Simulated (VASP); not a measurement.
Method: rev-vdW-DF2, VASP's PBE PAW potentials (set 64) (plane waves; VASP 6.6.1).

VASP input:

### INCAR
```
ALGO=Normal   ! blocked Davidson
LASPH=.TRUE.
EDIFF=1E-6   ! SCF stop (eV)
ZAB_VDW=-1.8867
LWAVE=.FALSE.
IBRION=2   ! conjugate gradients
PREC=Accurate
NELM=100   ! most electronic steps
LMAXMIX=4   ! l cut-off of mixed one-centre charges
PARAM2=0.7114
SYSTEM=TiCo
LCHARG=.FALSE.
LREAL=.FALSE.   ! projection in real space or not
ENCUT=520   ! plane-wave cut-off (eV)
ISMEAR=1   ! Methfessel-Paxton
AGGAC=0.0
GGA=MK
LUSE_VDW=.TRUE.
ISIF=3
NSW=60
SIGMA=0.1   ! width (eV)
EDIFFG=-0.01   ! ionic stop
PARAM1=0.1234568
```

**KPOINTS**
```
Regular mesh
0
G
 11 11 11
```

**POSCAR**
```
TiCo
1
    2.9900000000     0.0000000000     0.0000000000
    0.0000000000     2.9900000000     0.0000000000
    0.0000000000     0.0000000000     2.9900000000
Ti Co
1 1
Direct
  0.0000000000   0.0000000000   0.0000000000
  0.5000000000   0.5000000000   0.5000000000
```

POTCAR, in this order: Ti_sv Co (PBE.64 set). Program: vasp_std.

Output

OUTCAR:
```
 ion  position               nearest neighbor table
   1  0.000  0.000  0.000-   2 2.59   2 2.59   2 2.59   2 2.59   2 2.59   2 2.59   2 2.59   2 2.59
  LATTYP: Found a simple cubic cell.
 ALAT       =     2.9900000000
 Subroutine PRICEL returns:
 Original cell was already a primitive cell.
 Subroutine GETGRP returns: Found 48 space group operations
The static configuration has the point symmetry O_h .
The dynamic configuration has the point symmetry O_h .
 Subroutine INISYM returns: Found 48 space group operations
 Subroutine IBZKPT returns following result:
 Found     56 irreducible k-points:

 Following reciprocal coordinates:
            Coordinates               Weight
  0.000000  0.000000  0.000000      1.000000
  0.090909  0.000000  0.000000      6.000000
  0.181818  0.000000  0.000000      6.000000
  0.272727  0.000000  0.000000      6.000000
  0.363636  0.000000  0.000000      6.000000
  0.454545  0.000000  0.000000      6.000000
  0.090909  0.090909  0.000000     12.000000
  0.181818  0.090909  0.000000     24.000000
  0.272727  0.090909  0.000000     24.000000
  0.363636  0.090909  0.000000     24.000000
  0.454545  0.090909  0.000000     24.000000
  0.181818  0.181818  0.000000     12.000000
  0.272727  0.181818  0.000000     24.000000
  0.363636  0.181818  0.000000     24.000000
  0.454545  0.181818  0.000000     24.000000
  0.272727  0.272727  0.000000     12.000000
  0.363636  0.272727  0.000000     24.000000
  0.454545  0.272727  0.000000     24.000000
  0.363636  0.363636  0.000000     12.000000
  0.454545  0.363636  0.000000     24.000000
  0.454545  0.454545  0.000000     12.000000
  0.090909  0.090909  0.090909      8.000000
  0.181818  0.090909  0.090909     24.000000
  0.272727  0.090909  0.090909     24.000000
  0.363636  0.090909  0.090909     24.000000
...
```

File OSZICAR:
```
       N       E                     dE             d eps       ncg     rms          rms(c)
DAV:   1     0.157595999311E+03    0.15760E+03   -0.10447E+04  1568   0.187E+03
DAV:   2    -0.347454728243E+01   -0.16107E+03   -0.15834E+03  1580   0.410E+02
DAV:   3    -0.130420442605E+02   -0.95675E+01   -0.94966E+01  2540   0.109E+02
DAV:   4    -0.133243850305E+02   -0.28234E+00   -0.28110E+00  1884   0.153E+01
DAV:   5    -0.133347821757E+02   -0.10397E-01   -0.10396E-01  2300   0.271E+00    0.128E+01
DAV:   6    -0.111834233266E+02    0.21514E+01   -0.12131E+01  2072   0.523E+01    0.471E+00
DAV:   7    -0.142927209325E+02   -0.31093E+01   -0.27464E+01  2620   0.470E+01    0.252E+01
DAV:   8    -0.109702572036E+02    0.33225E+01   -0.18746E+01  2398   0.404E+01    0.191E+00
DAV:   9    -0.110050737241E+02   -0.34817E-01   -0.24237E-01  1800   0.456E+00    0.181E+00
DAV:  10    -0.109902790571E+02    0.14795E-01   -0.70034E-02  2388   0.334E+00    0.564E-01
DAV:  11    -0.109888151611E+02    0.14639E-02   -0.34484E-03  2068   0.626E-01    0.402E-01
DAV:  12    -0.109876168943E+02    0.11983E-02   -0.41050E-03  2190   0.592E-01    0.110E-01
DAV:  13    -0.109875166360E+02    0.10026E-03   -0.36153E-04  2264   0.160E-01    0.417E-02
DAV:  14    -0.109875082928E+02    0.83432E-05   -0.27889E-05  2460   0.553E-02    0.154E-02
DAV:  15    -0.109875056128E+02    0.26799E-05   -0.17056E-05  2184   0.410E-02    0.158E-03
DAV:  16    -0.109875056947E+02   -0.81860E-07   -0.35220E-07   910   0.818E-03
   1 F= -.10987506E+02 E0= -.10987636E+02  d E =-.109875E+02
       N       E                     dE             d eps       ncg     rms          rms(c)
DAV:   1    -0.132654987370E+02   -0.22780E+01   -0.48584E+01  1652   0.106E+02    0.141E+01
DAV:   2    -0.160660326354E+02   -0.28005E+01   -0.48650E+01  1910   0.986E+01    0.197E+01
DAV:   3    -0.110637822544E+02    0.50023E+01   -0.24342E+01  2266   0.679E+01    0.489E+00
DAV:   4    -0.109392328636E+02    0.12455E+00   -0.14967E+00  2242   0.118E+01    0.135E+00
DAV:   5    -0.109552415621E+02   -0.16009E-01   -0.19984E-01  2296   0.508E+00    0.146E+00
DAV:   6    -0.109669666797E+02   -0.11725E-01   -0.58969E-02  2432   0.248E+00    0.622E-01
DAV:   7    -0.109805573057E+02   -0.13591E-01   -0.30497E-02  2252   0.118E+00    0.939E-02
DAV:   8    -0.109809318293E+02   -0.37452E-03   -0.37021E-03  1962   0.467E-01    0.941E-02
DAV:   9    -0.109811458077E+02   -0.21398E-03   -0.62036E-04  1622   0.233E-01    0.562E-02
DAV:  10    -0.109811359973E+02    0.98104E-05   -0.14116E-04  2240   0.895E-02    0.140E-02
DAV:  11    -0.109811357322E+02    0.26514E-06   -0.60159E-06  1748   0.218E-02
   2 F= -.10981136E+02 E0= -.10981475E+02  d E =0.636996E-02
       N       E                     dE             d eps       ncg     rms          rms(c)
DAV:   1    -0.116426303527E+02   -0.66149E+00   -0.13607E+01  1688   0.602E+01    0.717E+00
DAV:   2    -0.132674900771E+02   -0.16249E+01   -0.19466E+01  2392   0.514E+01    0.200E+01
DAV:   3    -0.110211996583E+02    0.22463E+01   -0.16469E+01  2362   0.406E+01    0.193E+00
DAV:   4    -0.110176252534E+02    0.35744E-02   -0.20932E-01  1652   0.390E+00    0.153E+00
DAV:   5    -0.110116395210E+02    0.59857E-02   -0.65627E-02  2314   0.205E+00    0.897E-01
DAV:   6    -0.110123450372E+02   -0.70552E-03   -0.20732E-03  1850   0.493E-01    0.800E-01
DAV:   7    -0.110130148910E+02   -0.66985E-03   -0.27533E-02  2296   0.162E+00    0.942E-02
DAV:   8    -0.110130789167E+02   -0.64026E-04   -0.13841E-03  1776   0.418E-01    0.874E-02
DAV:   9    -0.110130932740E+02   -0.14357E-04   -0.23962E-04  2104   0.179E-01    0.185E-02
DAV:  10    -0.110130943382E+02   -0.10642E-05   -0.22756E-05  1992   0.442E-02    0.253E-03
DAV:  11    -0.110130943214E+02    0.16849E-07   -0.48741E-07   920   0.732E-03
   3 F= -.11013094E+02 E0= -.11013319E+02  d E =-.255886E-01
```

### OUTCAR
```
------------------------ aborting loop because EDIFF is reached ----------------------------------------
  FORCE on cell =-STRESS in cart. coord.  units (eV):
  Direction    XX          YY          ZZ          XY          YZ          ZX
  --------------------------------------------------------------------------------------
  Total       -0.0087303     -0.0087303     -0.0087303     -0.0000000      0.0000000     -0.0000000
  in kB       -0.5455755     -0.5455755     -0.5455755     -0.0000000      0.0000000     -0.0000000
  external PRESSURE =      -0.5455755 kB  Pullay stress =       0.0000000 kB
  volume of cell :       25.64
      direct lattice vectors                 reciprocal lattice vectors
     2.948688098 -0.000000000  0.000000000     0.339133868 -0.000000000  0.000000000
     0.000000000  2.948688098  0.000000000     0.000000000  0.339133868 -0.000000000
    -0.000000000  0.000000000  2.948688098    -0.000000000  0.000000000  0.339133868
 POSITION                                       TOTAL-FORCE (eV/Angst)
 -----------------------------------------------------------------------------------
      0.00000      0.00000      0.00000        -0.000000     -0.000000      0.000000
      1.47434      1.47434      1.47434         0.000000      0.000000      0.000000
 -----------------------------------------------------------------------------------
    total drift:                                0.000000      0.000000     -0.000000
  FREE ENERGIE OF THE ION-ELECTRON SYSTEM (eV)
  ---------------------------------------------------
  free  energy   TOTEN  =       -11.0130943214 eV

  energy  without entropy=      -11.0137674923  energy(sigma->0) =      -11.01331871

 reached required accuracy - stopping structural energy minimisation
```
(Selected blocks of OUTCAR.)

### CONTCAR
```
TiCo
   1.00000000000000
     2.9486880978458414   -0.0000000000000000    0.0000000000000000
     0.0000000000000000    2.9486880978458414    0.0000000000000000
    -0.0000000000000000    0.0000000000000000    2.9486880978458414
  Ti              Co
     1     1
Direct
     0.0000000000000000    0.0000000000000000    0.0000000000000000
     0.5000000000000000    0.5000000000000000    0.5000000000000000
```

**OUTCAR**
```
 val. band max:       10.2437850365   @ k =   0.4545   0.1818   0.1818

 cond. band min:      10.2769639888   @ k =   0.4545   0.3636   0.0909


 Fermi energy:        10.2641228106

 k-point     1 :       0.0000    0.0000    0.0000
  band No.  band energies     occupation
      1     -46.6904      2.00000
      2     -22.8920      2.00000
      3     -22.8920      2.00000
      4     -22.8920      2.00000
      5       2.5392      2.00000
      6       6.3562      2.00000
      7       6.3562      2.00000
      8       8.7608      2.00000
      9       8.7608      2.00000
     10       8.7608      2.00000
     11      11.0771     -0.00000
     12      11.0771     -0.00000
     13      13.0757      0.00000
     14      13.0757      0.00000

 k-point     2 :       0.0909    0.0000    0.0000
  band No.  band energies     occupation
      1     -46.6874      2.00000
      2     -22.9197      2.00000
      3     -22.8900      2.00000
      4     -22.8900      2.00000
      5       2.7082      2.00000
      6       6.4327      2.00000
      7       6.4368      2.00000
      8       8.7496      2.00000
      9       8.7496      2.00000
     10       8.7920      2.00000
     11      10.9879     -0.00000
     12      11.1116     -0.00000
     13      12.8441      0.00000
     14      12.8441      0.00000

 k-point     3 :       0.1818    0.0000    0.0000
  band No.  band energies     occupation
      1     -46.6793      2.00000
      2     -22.9936      2.00000
      3     -22.8848      2.00000
      4     -22.8848      2.00000
      5       3.1999      2.00000
      6       6.6449      2.00000
      7       6.6554      2.00000
      8       8.7231      2.00000
      9       8.7231      2.00000
     10       8.8788      2.00000
     11      10.7296     -0.00000
     12      11.1817     -0.00000
     13      12.3020      0.00000
     14      12.3020      0.00000

 k-point     4 :       0.2727    0.0000    0.0000
  band No.  band energies     occupation
...
```

Energy and stress use the plane-wave basis of the starting cell.

The compound is TiCo in the CsCl type structure. This run relaxes it. Symmetry was kept, so distortions that lower it aren't found. The run is not spin-polarised, so no magnetic state was tried. The electron count is odd and the run is not spin-polarised, which forces a metal.
